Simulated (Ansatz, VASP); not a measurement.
# Bi (Bismuth): VASP beside Ansatz, part 2 of 2

Wanted: the spread between two codes on one cell, functional and k mesh. The structure shown is the start of the Ansatz relaxation below; VASP solves that cell, so the two are compared at the walk's first step.

VASP 6.6.1 and Ansatz 0.2.0.

So far. Step 3 (VASP: single point, LDA, start cell, pair 1): The run ends at a pressure of 2.84 GPa, with forces up to 0.14 eV/Å.

## Step 6: VASP: single point, LDA, start cell, pair 2

Level of this step: LDA; plane waves and PAW (Bi_d) (VASP).

The same cell, functional (in two slightly different forms), mesh and smearing now go to VASP, with its own data sets.

File INCAR:

```
SYSTEM = Bi
PREC = Accurate
ENCUT = 400
EDIFF = 1E-06
NELM = 120
ISMEAR = 1
SIGMA = 0.2
LREAL = .FALSE.
ALGO = Normal
GGA = CA
NBANDS = 21
LORBIT = 11
LWAVE = .FALSE.
LCHARG = .FALSE.
ISIF = 2
LASPH = .TRUE.
GGA_COMPAT = .FALSE.
KPAR = 2
```

File POSCAR:

```
Bi
1.0
    2.1795210000      1.2583470000      3.9301500000
   -2.1795210000      1.2583470000      3.9301500000
    0.0000000000     -2.5166940000      3.9301500000
Bi
2
Direct
    0.2370937496      0.2370937496      0.2370937496
    0.7629062504      0.7629062504      0.7629062504
```

File KPOINTS:

```
Automatic mesh
0
Gamma
12 12 12
0 0 0
```

The projector-augmented-wave data sets are Bi_d (LDA family, release 64).

Command:

```
> mpirun -np 2 vasp_std
```

Numbers of over 12 decimals in the logs are rounded to 6 here.

Output:

```text
[... set-up lines as in an earlier step ...]
 entering main loop
       N       E                     dE             d eps       ncg     rms          rms(c)
DAV:   1     0.283765072814E+03    0.28377E+03   -0.14429E+04  7954   0.150E+03
DAV:   2     0.141232924104E+02   -0.26964E+03   -0.26381E+03  8023   0.408E+02
DAV:   3    -0.835382180579E+01   -0.22477E+02   -0.22201E+02  9487   0.139E+02
DAV:   4    -0.908427819631E+01   -0.73046E+00   -0.73013E+00  9621   0.278E+01
[...]
DAV:   8    -0.908925636309E+01    0.41206E-04   -0.13531E-03  9024   0.425E-01    0.197E-02
DAV:   9    -0.908926412553E+01   -0.77624E-05   -0.64627E-05 11733   0.602E-02    0.899E-03
DAV:  10    -0.908926336279E+01    0.76274E-06   -0.38681E-06  7907   0.183E-02
   1 F= -.90892634E+01 E0= -.90894680E+01  d E =0.613893E-03
```

Parts of OUTCAR (step 6):

```text
  Total        1.2357318      1.2357317      0.4397757      0.0000000      0.0000000      0.0000000
  in kB       30.6134976     30.6134958     10.8948175      0.0000000      0.0000000      0.0000000
  external PRESSURE =      24.0406036 kB  Pullay stress =       0.0000000 kB

 POSITION                                       TOTAL-FORCE (eV/Angst)
 -----------------------------------------------------------------------------------
      0.00000      0.00000      2.79544         0.000000      0.000000      0.114968
      0.00000      0.00000      8.99501         0.000000      0.000000     -0.114968
 -----------------------------------------------------------------------------------
    total drift:                                0.000000      0.000000     -0.000000

  FREE ENERGIE OF THE ION-ELECTRON SYSTEM (eV)
  ---------------------------------------------------
  free  energy   TOTEN  =        -9.0892633628 eV

  energy  without entropy=       -9.0898772563  energy(sigma->0) =       -9.08946799

[... 1 part as in an earlier step ...]

[... 2 further parts left out ...]
[key lines of the parts left out:]
E-fermi :   7.1596
```

The run ends at a pressure of 2.40 GPa, with forces up to 0.11 eV/Å.

## Step 7: Differences

Forces (eV/Å; atoms numbered as in POSCAR):

| atom | Ansatz x, y, z | VASP x, y, z |
| --- | --- | --- |
| Bi1 | 0.000, 0.000, 0.091 | 0.000, 0.000, 0.115 |
| Bi2 | 0.000, 0.000, -0.091 | 0.000, 0.000, -0.115 |

The forces differ by 14 meV/Å r.m.s., which is 21.1 % of the r.m.s. force of 0.066 eV/Å (both taken over all components).

## Step 8: Ansatz: relaxation, LDA

The two programs are compared at the cell with which this relaxation starts, whose forces are those of its first step. The cell compared in this pair holds 65.18 Å³, against 64.67 Å³ for the pair before.

The structure compared here is the start of the Ansatz relaxation; VASP solves that cell, so the two are compared at the walk's first step.

File input.yaml:

```yaml
crystal:
  lattice:
    - [2.2019906253, 1.2713198803, 3.8806553896]
    - [-2.2019906253, 1.2713198803, 3.8806553896]
    - [0.0, -2.5426397605, 3.8806553896]
  atoms:
    - { symbol: Bi, position: [0.2370974676, 0.2370974676, 0.2370974676] }
    - { symbol: Bi, position: [0.7629025324, 0.7629025324, 0.7629025324] }
  conventional_axes: [[1, -1, 0], [0, 1, -1], [1, 1, 1]]
kpoints:
  mp_grid: { grid: [12, 12, 12] }
hamiltonian:
  xc: lda
  pseudopotentials: { kind: paw, azcp: { folder: soft_1 }, xc_functional: pbe }
scf:
  occupations: { method: methfessel_paxton, width: 0.2 }
output:
  forces: true
  stress: true
  eigenvalues: true
relax:
  adjacent_minimum: "off"
  f_tol: 0.001
  max_steps: 60
  cell: { stress_tol: 0.01, fix: [a, b, gamma] }
```

Command:

```
> ansatz run input.yaml --threads 4 --pin off --max-ram 10240MiB --backend cpu --events-out ev --progress --plain --runs-dir out
```

Output:

```text
[...]
Crystal: 2 atoms, lattice volume = 65.182 Å³
Basis set: ecut = 420 eV, 1297 PW (Γ)
Bands: 19, of which v1, the nominal top of the filled ones, is band 15 counted from 1 (14 counted from 0)
Symmetry: 12 space group operations
[...]
k-points: 189 of 1728
[...]
k-point 188: bands = [... 11 lower, -0.0250, 9.7653, 9.9720, 9.9720, 11.0433, 11.0433, 11.1598, 17.5759]
--- Relaxed structure (5 steps of the walk, 5 accepted, 1 SCFs on fresh bases) ---
[...]
cell:  # Å, volume = 66.0132 Å³
    - [2.201991, 1.271320, 3.930150]
    - [-2.201991, 1.271320, 3.930150]
    - [0, -2.542640, 3.930150]
  atoms:
    - { symbol: Bi, position: [0.237094, 0.237094, 0.237094] }
    - { symbol: Bi, position: [0.762906, 0.762906, 0.762906] }
[key lines of the parts left out:]
SCF converged after 6 iterations
Free energy (F): -24175.672531 eV
Fermi energy:    10.412981 eV
P = ⅓ Tr σ = 1.0647 GPa (10.647 kbar)
```

## Step 9: VASP: single point, LDA, start cell, pair 3

The same cell, functional (in two slightly different forms), mesh and smearing now go to VASP, with its own data sets.

INCAR is that of step 6.

File POSCAR:

```
Bi
1.0
    2.2019910000      1.2713200000      3.8806550000
   -2.2019910000      1.2713200000      3.8806550000
    0.0000000000     -2.5426400000      3.8806550000
Bi
2
Direct
    0.2370975175      0.2370975175      0.2370975175
    0.7629025684      0.7629025684      0.7629025684
```

KPOINTS is that of step 6.

Command:

```
> mpirun -np 2 vasp_std
```

Output:

```text
[... set-up lines as in an earlier step ...]
 entering main loop
       N       E                     dE             d eps       ncg     rms          rms(c)
DAV:   1     0.282827383002E+03    0.28283E+03   -0.14414E+04  7967   0.150E+03
DAV:   2     0.143169819184E+02   -0.26851E+03   -0.26303E+03  8078   0.409E+02
DAV:   3    -0.835358006471E+01   -0.22671E+02   -0.22421E+02  9393   0.139E+02
DAV:   4    -0.910058808696E+01   -0.74701E+00   -0.74659E+00  9545   0.282E+01
[...]
DAV:   8    -0.910666205967E+01    0.51935E-04   -0.13292E-03  9076   0.437E-01    0.182E-02
DAV:   9    -0.910666829156E+01   -0.62319E-05   -0.60537E-05 11948   0.614E-02    0.861E-03
DAV:  10    -0.910666781179E+01    0.47977E-06   -0.30759E-06  7913   0.141E-02
   1 F= -.91066678E+01 E0= -.91071124E+01  d E =0.133371E-02
```

Parts of OUTCAR (step 9):

```text
  Total        0.9243172      0.9243170      0.3916232      0.0000000      0.0000000      0.0000000
  in kB       22.7198210     22.7198176      9.6261433      0.0000000      0.0000000      0.0000000
  external PRESSURE =      18.3552606 kB  Pullay stress =       0.0000000 kB

 POSITION                                       TOTAL-FORCE (eV/Angst)
 -----------------------------------------------------------------------------------
      0.00000      0.00000      2.76028         0.000000     -0.000000      0.093187
      0.00000      0.00000      8.88168         0.000000      0.000000     -0.093187
 -----------------------------------------------------------------------------------
    total drift:                               -0.000000      0.000000     -0.000967

  FREE ENERGIE OF THE ION-ELECTRON SYSTEM (eV)
  ---------------------------------------------------
  free  energy   TOTEN  =        -9.1066678118 eV

  energy  without entropy=       -9.1080015244  energy(sigma->0) =       -9.10711238

[... 1 part as in an earlier step ...]

[... 2 further parts left out ...]
[key lines of the parts left out:]
E-fermi :   7.0467
```

The run ends at a pressure of 1.84 GPa, with forces up to 0.093 eV/Å.

## Step 10: Comparison

Forces (eV/Å; atoms numbered as in POSCAR):

| atom | Ansatz x, y, z | VASP x, y, z |
| --- | --- | --- |
| Bi1 | 0.000, 0.000, 0.072 | 0.000, 0.000, 0.093 |
| Bi2 | 0.000, 0.000, -0.072 | 0.000, 0.000, -0.093 |

The forces differ by 12 meV/Å r.m.s., which is 22.7 % of the r.m.s. force of 0.054 eV/Å (both taken over all components).

## Step 11: Summary of results

```
r.m.s. force difference (single point, LDA, start cell, pair 1) : 16 meV/Å
r.m.s. force difference (single point, LDA, start cell, pair 2) : 14 meV/Å
r.m.s. force difference (single point, LDA, start cell, pair 3) : 12 meV/Å
```

**Reading.** The r.m.s. force difference is 16 meV/Å (single point, LDA, start cell, pair 1), beyond the 12 meV/Å picked in this series as the mark of a large difference. What causes the difference of the single point, LDA, start cell, pair 1 pair stays open here. What causes the difference of the single point, LDA, start cell, pair 2 pair stays open here. What causes the difference of the single point, LDA, start cell, pair 3 pair stays open here. 12 further runs of this series are not shown here. Such differences can come from data sets, numerical settings and the points named under the comparisons, not from the functional's error against experiment.

[Lines on the potential files, build, host, timing and source positions are cut from VASP's logs without a mark.]

[Logs are printed without paths, hosts, clocks, repeated set-up lines and the standing remarks that a program may print on its own settings, such as how far it seeks lower states.]

[Hosts, paths, dates, database ids (printed as entryN), source tags and the programs' standing remarks are cut or masked in the printed files.]
